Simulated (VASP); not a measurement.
Computed with PBE GGA, VASP's PBE PAW potentials (set 64) (plane waves; VASP).

The input files of a VASP run:

INCAR:
```
ALGO  =  Normal
EDIFF  =  1E-6
EDIFFG  =  -0.02
ENCUT  =  500
GGA  =  PE
IBRION  =  2
ISIF  =  3
ISMEAR  =  1
LASPH  =  .TRUE.
LCHARG  =  .FALSE.
LMAXMIX  =  4
LREAL  =  .FALSE.
LWAVE  =  .FALSE.
NELM  =  100
NSW  =  40
PREC  =  Accurate
SIGMA  =  0.1
SYSTEM  =  RuAl
```

**KPOINTS**
```
Automatic mesh
0
G
12 12 12
0 0 0
```

**POSCAR**
```
RuAl
1
    3.0030718001    -0.0000000000     0.0000000000
   -0.0000000000     3.0030718001     0.0000000000
   -0.0000000000    -0.0000000000     3.0030718001
Al Ru
1 1
Direct
  0.5000000000   0.5000000000   0.5000000000
  0.0000000000   0.0000000000   0.0000000000
```

POTCAR, in this order: Al Ru_pv (PBE.64 set). Program: vasp_std.

Task: What will the output report for the number of irreducible k-points (NKPTS), largest plane-wave count, number of space-group operations, FFT grid (NGX, NGY, NGZ)?

Result: 
```json
{
  "number of irreducible k-points (NKPTS)": "84",
  "largest_plane_wave_count": "715",
  "number_of_space_group_operations": "48",
  "FFT grid (NGX, NGY, NGZ)": "24 × 24 × 24"
}
```

The compound is RuAl in the CsCl type structure. It was relaxed first. The electron count is odd and the run is not spin-polarised, which forces a metal.
